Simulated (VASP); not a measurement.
Input:

```
CELL_PARAMETERS angstrom
      1.55677    -2.69641     0.00000
      1.55677     2.69641     0.00000
      0.00000     0.00000     4.98280
ATOMIC_POSITIONS crystal
  Al 0.66667 0.33333 0.50001
  Al 0.33333 0.66667 0.00001
  N  0.66667 0.33333 0.88199
  N  0.33333 0.66667 0.38199
```

Method: AM05 GGA, VASP's PBE PAW potentials (set 64) (plane waves; VASP 6.6.1). Run with 520 eV cut-off, Gaussian smearing of 0.050 eV, potentials Al N.

Q: Give the energies of bands 3 to 11 at the high-symmetry points, in eV from the valence-band maximum.

A: 
| band | Γ | M | K | A | L | H |
|---|---|---|---|---|---|---|
| 3 | -6.04 | -5.49 | -4.87 | -3.35 | -5.64 | -4.87 |
| 4 | -0.88 | -4.19 | -3.80 | -3.35 | -5.64 | -4.87 |
| 5 | -0.88 | -3.37 | -3.80 | -0.56 | -1.49 | -3.91 |
| 6 | -0.23 | -2.11 | -2.48 | -0.56 | -1.49 | -3.91 |
| 7 | -0.23 | -1.80 | -2.40 | -0.56 | -1.38 | -0.80 |
| 8 | 0.00 | -0.70 | -2.40 | -0.56 | -1.38 | -0.80 |
| 9 | 4.18 | 5.70 | 4.92 | 6.42 | 5.21 | 7.31 |
| 10 | 6.60 | 5.70 | 8.24 | 6.42 | 5.21 | 7.31 |
| 11 | 10.52 | 8.12 | 9.56 | 10.22 | 9.15 | 7.72 |

The gap is direct, 4.18 eV, from the valence maximum at Γ to the conduction minimum at Γ.

Measured: gap 6.51 eV (computed value off by -2.33 eV), as given by Martin Feneberg et al., Physical Review B (2010), doi:10.1103/physrevb.82.075208 [zero-point renormalisation of 0.417 eV (from the measured temperature dependence, row gaps:miglio2020:AlN_wz:gap_zpr, arXiv:2011.12765) added back].

The compound is AlN in the wurtzite structure. It was relaxed first.
